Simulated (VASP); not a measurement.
A VASP calculation is set up with these files.

INCAR:
```
! general
SYSTEM   =  TiSe2
PREC     =  Accurate
ENCUT    =  520   ! plane-wave cut-off (eV)
LREAL    =  .FALSE.   ! projection in real space or not
LASPH    =  .TRUE.

! electronic loop
EDIFF    =  1E-7   ! SCF stop (eV)
NELM     =  100   ! most electronic steps
ALGO     =  Normal
LMAXMIX  =  4

! smearing
ISMEAR   =  1   ! Methfessel-Paxton
SIGMA    =  0.1

! functional
GGA      =  PE   ! PBE
IVDW     =  12   ! D3, Becke-Johnson

! ions
IBRION   =  2   ! conjugate gradients
NSW      =  30
ISIF     =  4
EDIFFG   =  -0.01

! output
LWAVE    =  .FALSE.
LCHARG   =  .FALSE.
```

### KPOINTS
```
Regular mesh
0
gamma
  10 10 5
```

### POSCAR
```
TiSe2
1.0
  1.7434735602  -3.0197848552   0.0000000000
  1.7434735602   3.0197848552   0.0000000000
  0.0000000000   0.0000000000   5.8655489194
Ti Se
1 2
direct
  0.0000000000   0.0000000000   0.0000000000
  0.3333330000   0.6666670000   0.2643232488
  0.6666670000   0.3333330000   0.7356767512
```

POTCAR, in this order: Ti_sv Se (PBE.64 set). Program: vasp_std.

Task: Write an equivalent input for Quantum ESPRESSO's pw.x.

Result: One equivalent input (not run):
```
&CONTROL
  calculation = 'vc-relax'
  pseudo_dir = './pseudo'
  outdir = './out'
  tprnfor = .true.
  tstress = .true.
  nstep = 30
  forc_conv_thr = 0.00039
/
&SYSTEM
  ibrav = 0
  nat = 3
  ntyp = 2
  ecutwfc = 86
  occupations = 'smearing'
  smearing = 'methfessel-paxton'
  degauss = 0.00735
  input_dft = 'pbe'
  vdw_corr = 'grimme-d3'
  dftd3_version = 4
  dftd3_threebody = .false.
/
&ELECTRONS
  conv_thr = 7.3e-09
  electron_maxstep = 100
/
&IONS
/
&CELL
  cell_dofree = 'shape'
/
ATOMIC_SPECIES
  Ti 47.867 Ti.upf
  Se 78.971 Se.upf
CELL_PARAMETERS angstrom
     1.7434736   -3.0197849    0.0000000
     1.7434736    3.0197849    0.0000000
     0.0000000    0.0000000    5.8655489
ATOMIC_POSITIONS crystal
  Ti   0.0000000  0.0000000  0.0000000
  Se   0.3333330  0.6666670  0.2643232
  Se   0.6666670  0.3333330  0.7356768
K_POINTS automatic
  10 10 5 0 0 0
```
The two are equivalent in intent, not identical: the potentials are each code's own (VASP's PAW set, PseudoDojo norm-conserving files in pw.x), so ENCUT and ecutwfc are chosen apart and not converted; conv_thr bounds pw.x's estimated SCF error, while EDIFF bounds the energy change between steps; forc_conv_thr acts on force components and is met together with etot_conv_thr.

The compound is TiSe2 in the 1T layered structure. This run relaxes it. Symmetry was kept, so distortions that lower it aren't found.
